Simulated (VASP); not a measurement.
Given:

```xyz
5
Lattice="4.0068 0.0000 0.0000 0.0000 4.0068 0.0000 0.0000 0.0000 4.0068" Properties=species:S:1:pos:R:3 pbc="T T T"
K      0.0000     0.0000     0.0000
Ta     2.0034     2.0034     2.0034
O      2.0034     0.0000     2.0034
O      0.0000     2.0034     2.0034
O      2.0034     2.0034     0.0000
```

The numbers are results of optB86b-vdW, VASP's PBE PAW potentials (set 64) (plane waves; VASP 6.6.1), not measurements. Run with 520 eV cut-off, Gaussian smearing of 0.050 eV, potentials K_sv Ta_pv O.

Unless said otherwise, spin-orbit coupling is left out, though it shifts the bands of the heavy elements here.

Question: Give the energies of bands 11 to 22 at the high-symmetry points, in eV from the valence-band maximum.

Answer: 
```json
[
 {"band": "11", "Γ": "-2.42", "X": "-5.37", "M": "-5.46", "R": "-5.48"},
 {"band": "12", "Γ": "-2.42", "X": "-2.51", "M": "-5.32", "R": "-5.30"},
 {"band": "13", "Γ": "-2.42", "X": "-2.51", "M": "-4.48", "R": "-5.30"},
 {"band": "14", "Γ": "-1.04", "X": "-2.31", "M": "-2.78", "R": "-3.86"},
 {"band": "15", "Γ": "-1.04", "X": "-2.31", "M": "-2.78", "R": "-3.86"},
 {"band": "16", "Γ": "-1.04", "X": "-2.11", "M": "-1.67", "R": "-3.86"},
 {"band": "17", "Γ": "-0.62", "X": "-1.49", "M": "-1.42", "R": "0.00"},
 {"band": "18", "Γ": "-0.62", "X": "-0.84", "M": "-1.42", "R": "0.00"},
 {"band": "19", "Γ": "-0.62", "X": "-0.84", "M": "-0.04", "R": "0.00"},
 {"band": "20", "Γ": "2.14", "X": "2.29", "M": "4.95", "R": "6.33"},
 {"band": "21", "Γ": "2.14", "X": "4.91", "M": "4.95", "R": "6.33"},
 {"band": "22", "Γ": "2.14", "X": "4.91", "M": "6.20", "R": "6.33"}
]
```

The gap is indirect, 2.14 eV, from the valence maximum at R to the conduction minimum at Γ.

Measured: gap 3.64 eV (computed value off by -1.50 eV), as given by Burak Himmetoglu et al., Journal of Physics Condensed Matter (2016), arXiv:1601.06205.

The compound is KTaO3 in the cubic perovskite structure. It was relaxed first.
